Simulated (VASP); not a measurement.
ReCl:

```xyz
2
Lattice="3.5574 0.0000 0.0000 -1.7787 3.0808 0.0000 0.0000 0.0000 3.4766" Properties=species:S:1:pos:R:3 pbc="T T T"
Re    0.0000    0.0000    0.0000
Cl    1.7787    1.0269    1.7383
```

The cell was built by a generator and needn't be a form met in nature.

| Quantity | Value |
| --- | --- |
| Program | VASP 6.6.1 |
| Task | relaxation of cell and atoms |
| Functional | PBE |
| Potentials or basis | VASP PAW PBE potentials, release 64 (Re, Cl) |
| Cutoff | 600 eV |
| k mesh | 11 × 11 × 10 |
| Occupations | fermi-dirac, width 0.1 eV |
| Spin | no spin polarisation |

At the start: pressure -14.4 GPa; volume 19.05 Å³/atom.

Q: Where does the relaxation end?

A: Over 20 steps the energy falls by 952.0 meV/atom and the volume is 15.36 Å³/atom (-19.4 %); space group P-6m2 (No. 187, to 0.05 Å).

Step by step:
```tsv
step	energy change (eV)	largest force (eV/Å)	pressure (GPa)	volume (Å³)
1	0.0000	0.0001	-14.44	38.10
2	-0.3314	0.0002	13.62	29.38
3	-0.3900	0.0002	2.52	31.40
4	-0.8477	0.0005	8.43	29.67
5	-0.2151	0.0000	89.83	23.48
6	-1.2822	0.0003	20.19	27.83
7	-1.1674	0.0001	51.31	25.28
8	-1.3611	0.0002	32.96	26.57
9	-1.3496	0.0002	35.88	26.33
10	-1.4070	0.0002	35.75	26.35
11	-1.4709	0.0002	36.90	26.37
12	-1.5616	0.0002	31.87	26.80
13	-1.7635	0.0003	18.56	28.10
14	-1.9030	0.0004	-0.62	30.82
15	-1.9031	0.0004	-0.09	30.73
16	-1.9030	0.0004	0.41	30.64
17	-1.9032	0.0003	0.42	30.64
18	-1.9036	0.0004	0.45	30.65
19	-1.9039	0.0004	0.51	30.66
20	-1.9041	0.0004	0.18	30.72
```

Final structure:
```yaml
crystal:
  lattice:
    - [2.85541, 0.00001, 0.00000]
    - [-1.42770, 2.47286, 0.00000]
    - [0.00000, 0.00000, 4.35047]
  atoms:
    - { symbol: Re, position: [0.99999, 0.00001, 0.00000] }
    - { symbol: Cl, position: [0.66668, 0.33332, 0.50000] }
```

Caveat: the volume moved by over 15 % at a fixed basis, so the end points are rough.
